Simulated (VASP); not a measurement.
Input for VASP

### KPOINTS
```
Automatic mesh
0
Gamma
7 7 7
0 0 0
```

**POSCAR**
```
ZrSe
1
    3.2519770000     0.0000000000     0.0000000000
    0.0000000000     3.2519770000     0.0000000000
    0.0000000000     0.0000000000     3.2519770000
Zr Se
1 1
Direct
  0.0000000000   0.0000000000   0.0000000000
  0.5000000000   0.5000000000   0.5000000000
```

INCAR:
```
# general
SYSTEM   =  ZrSe
PREC     =  Accurate
ENCUT    =  400   # plane-wave cut-off (eV)
LREAL    =  .False.   # projection in real space or not
LASPH    =  .True.   # aspherical one-centre terms

# electronic loop
EDIFF    =  1E-6
NELM     =  100   # most electronic steps
ALGO     =  Normal   # blocked Davidson
LMAXMIX  =  4   # l cut-off of mixed one-centre charges

# smearing
ISMEAR   =  0
SIGMA    =  0.05   # width (eV)

# functional
GGA      =  PS

# ions
IBRION   =  2   # conjugate gradients
NSW      =  60
ISIF     =  3   # ions, shape and volume
EDIFFG   =  -0.01   # ionic stop

# output
LWAVE    =  .False.
LCHARG   =  .False.
```

POTCAR, in this order: Zr_sv Se (PBE.64 set). Program: vasp_std.

Write an equivalent input for Ansatz.

One equivalent input (not run):
Ansatz 0.2 input:
```yaml
crystal:
  lattice:
    - [3.2519770, 0.0000000, 0.0000000]
    - [0.0000000, 3.2519770, 0.0000000]
    - [0.0000000, 0.0000000, 3.2519770]
  atoms:
    - { symbol: Zr, position: [0.0000000, 0.0000000, 0.0000000] }
    - { symbol: Se, position: [0.5000000, 0.5000000, 0.5000000] }
kpoints:
  mp_grid: { grid: [7, 7, 7] }
hamiltonian:
  xc: pbesol
  pseudopotentials: { kind: paw }
scf:
  occupations: { method: gaussian, width: 0.05 }
  max_iter: 100
relax:
  max_steps: 60
  f_tol: 0.01
  cell: {}
output: { forces: true, stress: true, eigenvalues: true }
```
What does not carry over: each code has its own PAW files, so the cut-off isn't converted (ENCUT is set for VASP's; basis.ecutwfc is left out, and Ansatz then takes the one that its files recommend); Ansatz stops its SCF on the density residual and VASP on the energy change (EDIFF).

The structure was generated: ZrSe was put into the CsCl type (Pm-3m), which need not be its known phase. This run relaxes it. Symmetry was kept, so distortions that lower it aren't found.
